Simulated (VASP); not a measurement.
All values below come from vdW-DF-cx, VASP's PBE PAW potentials (set 64) (plane waves; VASP 6.6.1).

VASP ran on this input.

POSCAR:
```
WSi2
7.8419950
 -0.2049173840   0.2049173840   0.5000000096
  0.2049173840  -0.2049173840   0.5000000096
  0.2049173840   0.2049173840  -0.5000000096
Si W
2 1
Cartesian
  0.0000000000  -0.0000000000   0.6654713284
  0.0000000000  -0.0000000000   0.3345286908
  0.2049173840   0.2049173840  -0.5000000096
```

KPOINTS:
```
Automatic
0
gamma
  15 15 15
0 0 0
```

**INCAR**
```
SYSTEM = WSi2
PREC = Accurate; ENCUT = 520; LREAL = .FALSE.
LASPH = .TRUE.
EDIFF = 1E-7; NELM = 100; ALGO = Normal
LMAXMIX = 6
ISMEAR = -5
GGA = CX; LUSE_VDW = .TRUE.; AGGAC = 0.0
ISIF = 2
LWAVE = .FALSE.; LCHARG = .TRUE.; LORBIT = 11
NEDOS = 601
LEFG = .TRUE.
```

POTCAR, in this order: Si W_sv (PBE.64 set). Program: vasp_std.

What VASP printed:

File OUTCAR:
```
 ion  position               nearest neighbor table
   1  0.665  0.665  0.000-   2 2.60   3 2.62   3 2.62   3 2.62   3 2.62   3 2.62   2 2.63   2 2.63
                             2 2.63   2 2.63
   2  0.335  0.335  0.000-   1 2.60   3 2.62   3 2.62   3 2.62   3 2.62   3 2.62   1 2.63   1 2.63
                             1 2.63   1 2.63
   3  0.000  0.000  0.000-   1 2.62   1 2.62   1 2.62   2 2.62   1 2.62   2 2.62   2 2.62   2 2.62
                             1 2.62   2 2.62
  LATTYP: Found a body centered tetragonal cell.
 ALAT       =     3.2139222010
 C/A-ratio  =     2.4400077725
 Subroutine PRICEL returns:
 Original cell was already a primitive cell.
 Subroutine GETGRP returns: Found 16 space group operations
The static configuration has the point symmetry D_4h.
The dynamic configuration has the point symmetry D_4h.
 Subroutine INISYM returns: Found 16 space group operations
 Subroutine IBZKPT returns following result:
 Found    288 irreducible k-points:

 Following reciprocal coordinates:
            Coordinates               Weight
  0.000000  0.000000  0.000000      1.000000
  0.066667  0.000000  0.000000      8.000000
  0.133333  0.000000 -0.000000      8.000000
  0.200000  0.000000  0.000000      8.000000
  0.266667  0.000000 -0.000000      8.000000
  0.333333  0.000000 -0.000000      8.000000
  0.400000 -0.000000  0.000000      8.000000
  0.466667  0.000000  0.000000      8.000000
  0.066667  0.066667  0.000000      8.000000
  0.133333  0.066667  0.000000     16.000000
  0.200000  0.066667  0.000000     16.000000
  0.266667  0.066667 -0.000000     16.000000
  0.333333  0.066667  0.000000     16.000000
  0.400000  0.066667  0.000000     16.000000
  0.466667  0.066667  0.000000     16.000000
 -0.466667  0.066667  0.000000     16.000000
 -0.400000  0.066667 -0.000000     16.000000
 -0.333333  0.066667  0.000000     16.000000
 -0.266667  0.066667  0.000000     16.000000
 -0.200000  0.066667  0.000000     16.000000
 -0.133333  0.066667  0.000000     16.000000
 -0.066667  0.066667 -0.000000      4.000000
  0.133333  0.133333 -0.000000      8.000000
  0.200000  0.133333 -0.000000     16.000000
  0.266667  0.133333 -0.000000     16.000000
  0.333333  0.133333 -0.000000     16.000000
  0.400000  0.133333 -0.000000     16.000000
  0.466667  0.133333 -0.000000     16.000000
 -0.466667  0.133333  0.000000     16.000000
 -0.400000  0.133333 -0.000000     16.000000
 -0.333333  0.133333  0.000000     16.000000
 -0.266667  0.133333  0.000000     16.000000
 -0.200000  0.133333  0.000000     16.000000
 -0.133333  0.133333  0.000000      4.000000
  0.200000  0.200000  0.000000      8.000000
  0.266667  0.200000 -0.000000     16.000000
  0.333333  0.200000  0.000000     16.000000
  0.400000  0.200000  0.000000     16.000000
  0.466667  0.200000 -0.000000     16.000000
 -0.466667  0.200000  0.000000     16.000000
   k-points           NKPTS =    288   k-points in BZ     NKDIM =    288   number of bands    NBANDS=     15
   number of dos      NEDOS =    601   number of ions     NIONS =      3
   total plane-waves  NPLWV =  46656
   dimension x,y,z NGX =    36 NGY =   36 NGZ =   36
   dimension x,y,z NGXF=    72 NGYF=   72 NGZF=   72
   ions per type =               2   1
   PREC   = accura    normal or accurate (medium, high low for compatibility)
   ISTART =      0    job   : 0-new  1-cont  2-samecut
   ICHARG =      2    charge: 1-file 2-atom 10-const
   ISPIN  =      1    spin polarized calculation?
   LNONCOLLINEAR =      F non collinear calculations
   LSORBIT =      F    spin-orbit coupling
   INIWAV =      1    electr: 0-lowe 1-rand  2-diag
   ENCUT  =  520.0 eV  38.22 Ry    6.18 a.u.   8.43  8.43  8.43*2*pi/ulx,y,z
...
```

File OSZICAR:
```
       N       E                     dE             d eps       ncg     rms          rms(c)
DAV:   1     0.131160447764E+03    0.13116E+03   -0.11210E+04  8640   0.148E+03
DAV:   2    -0.168226585517E+02   -0.14798E+03   -0.14656E+03  9886   0.360E+02
DAV:   3    -0.210344732691E+02   -0.42118E+01   -0.41765E+01 11538   0.519E+01
DAV:   4    -0.210651671576E+02   -0.30694E-01   -0.30754E-01  9830   0.520E+00
DAV:   5    -0.210655493355E+02   -0.38218E-03   -0.38337E-03 11657   0.585E-01    0.256E+01
DAV:   6    -0.203654393994E+02    0.70011E+00   -0.41215E+00 10460   0.152E+01    0.903E+00
DAV:   7    -0.202879831365E+02    0.77456E-01   -0.27920E-01  9746   0.314E+00    0.457E+00
DAV:   8    -0.202675781110E+02    0.20405E-01   -0.43904E-02 11265   0.187E+00    0.272E-01
DAV:   9    -0.202671814912E+02    0.39662E-03   -0.12909E-03 10243   0.295E-01    0.157E-01
DAV:  10    -0.202671430803E+02    0.38411E-04   -0.32228E-04 10782   0.174E-01    0.403E-02
DAV:  11    -0.202671387577E+02    0.43227E-05   -0.34172E-05 11006   0.482E-02    0.140E-02
DAV:  12    -0.202671396197E+02   -0.86207E-06   -0.15016E-06 10607   0.912E-03    0.495E-03
DAV:  13    -0.202671387925E+02    0.82727E-06   -0.31801E-07  9589   0.555E-03    0.839E-04
DAV:  14    -0.202671387320E+02    0.60438E-07   -0.13576E-08  5153   0.116E-03
   1 F= -.20267139E+02 E0= -.20267139E+02  d E =0.000000E+00
```

**OUTCAR**
```
------------------------ aborting loop because EDIFF is reached ----------------------------------------
  FORCE on cell =-STRESS in cart. coord.  units (eV):
  Direction    XX          YY          ZZ          XY          YZ          ZX
  --------------------------------------------------------------------------------------
  Total        0.0355819      0.0355819     -0.0373273      0.0000000     -0.0000000      0.0000000
  in kB        1.4075776      1.4075776     -1.4766219      0.0000000     -0.0000000      0.0000000
  external PRESSURE =       0.4461777 kB  Pullay stress =       0.0000000 kB
  volume of cell :       40.50
      direct lattice vectors                 reciprocal lattice vectors
    -1.606961100  1.606961100  3.920997575     0.000000000  0.311146300  0.127518569
     1.606961100 -1.606961100  3.920997575     0.311146300  0.000000000  0.127518569
     1.606961100  1.606961100 -3.920997575     0.311146300  0.311146300  0.000000000
 POSITION                                       TOTAL-FORCE (eV/Angst)
 -----------------------------------------------------------------------------------
      0.00000      0.00000      5.21862         0.000000      0.000000     -0.027977
      0.00000      0.00000      2.62337        -0.000000     -0.000000      0.027977
      0.00000      0.00000      0.00000        -0.000000     -0.000000      0.000000
 -----------------------------------------------------------------------------------
    total drift:                               -0.000000     -0.000000      0.000000
  FREE ENERGIE OF THE ION-ELECTRON SYSTEM (eV)
  ---------------------------------------------------
  free  energy   TOTEN  =       -20.2671387320 eV

  energy  without entropy=      -20.2671387320  energy(sigma->0) =      -20.26713873

 total charge

# of ion       s       p       d       tot
------------------------------------------
    1        0.738   0.892   0.000   1.630
    2        0.738   0.892   0.000   1.630
    3        2.316   6.307   3.612  12.236
--------------------------------------------------
tot          3.792   8.092   3.612  15.496

 Electric field gradients after diagonalization (V/A^2)
 (convention: |V_zz| > |V_xx| > |V_yy|)
----------------------------------------------------------------------
 ion       V_xx      V_yy      V_zz     asymmetry (V_yy - V_xx)/ V_zz
----------------------------------------------------------------------
   1       4.670     4.669    -9.339       0.000
   2       4.670     4.669    -9.339       0.000
   3      69.826    69.826  -139.653       0.000
```
(Selected blocks of OUTCAR.)

**OUTCAR**
```
 val. band max:       11.8560233782   @ k =  -0.2667  -0.2667   0.2000

 cond. band min:      11.8967726832   @ k =  -0.4000   0.4000   0.4000


 Fermi energy:        11.8620061404

 k-point     1 :       0.0000    0.0000    0.0000
  band No.  band energies     occupation
      1     -61.9698      2.00000
      2     -26.2246      2.00000
      3     -26.2007      2.00000
      4     -26.2007      2.00000
      5      -2.1656      2.00000
      6       5.0415      2.00000
      7       8.1435      2.00000
      8       8.5555      2.00000
      9       9.0308      2.00000
     10       9.0308      2.00000
     11      12.4812     -0.10832
     12      14.6289      0.00000
     13      14.8593      0.00000
     14      14.9624      0.00000
     15      14.9624      0.00000

 k-point     2 :       0.0667    0.0000    0.0000
  band No.  band energies     occupation
      1     -61.9695      2.00000
      2     -26.2239      2.00000
      3     -26.2103      2.00000
      4     -26.1999      2.00000
      5      -2.0806      2.00000
      6       5.0489      2.00000
      7       7.8701      2.00000
      8       8.5585      2.00000
      9       9.0879      2.00000
     10       9.1483      2.00000
     11      12.1366      0.31885
     12      14.3846      0.00000
     13      14.6499      0.00000
     14      15.1117      0.00000
     15      15.3571      0.00000

 k-point     3 :       0.1333    0.0000   -0.0000
  band No.  band energies     occupation
      1     -61.9686      2.00000
      2     -26.2372      2.00000
      3     -26.2219      2.00000
      4     -26.1974      2.00000
      5      -1.8284      2.00000
      6       5.0504      2.00000
      7       7.3185      2.00000
      8       8.5216      2.00000
      9       9.2535      2.00000
     10       9.3139      2.00000
     11      11.4733      2.04841
     12      13.7488      0.00000
     13      14.2628      0.00000
     14      15.7295      0.00000
     15      16.0560      0.00000
...
```

For a metal the tetrahedron method with Blöchl corrections gives inexact stress and forces. Unless said otherwise, spin-orbit coupling is left out, though it shifts the bands of the heavy elements here.

The compound is WSi2 in the MoSi2 type structure. It was relaxed first.
